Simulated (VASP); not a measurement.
Consider the following.

```
CELL_PARAMETERS angstrom
      4.67995     0.00000     0.00000
      0.00000     4.67995     0.00000
      0.00000     0.00000     3.08702
ATOMIC_POSITIONS crystal
  Mg 0.00000 0.00000 0.00000
  Mg 0.50000 0.50000 0.50000
  F  0.30312 0.30312 0.00000
  F  0.80312 0.19688 0.50000
  F  0.19688 0.80312 0.50000
  F  0.69688 0.69688 0.00000
```

These are PBE GGA, VASP's PBE PAW potentials (set 64) (plane waves; VASP 6.6.1) values and carry that method's errors. Run with 520 eV cut-off, 5×5×8 Γ-centred mesh, tetrahedra with Blöchl corrections, potentials Mg F.

Question: What does the run give for the energy per atom (σ→0), band gap (on the k-mesh) with the smallest direct gap where there is one?

Answer: 
- band gap (on the k-mesh): 6.85 eV
- smallest direct gap (on the k-mesh): 6.85 eV
- energy per atom (σ→0): -5.257 eV/atom

Total energies compare only between runs with the same potentials, cut-off and functional.

The compound is MgF2 in the rutile structure. It was relaxed first.
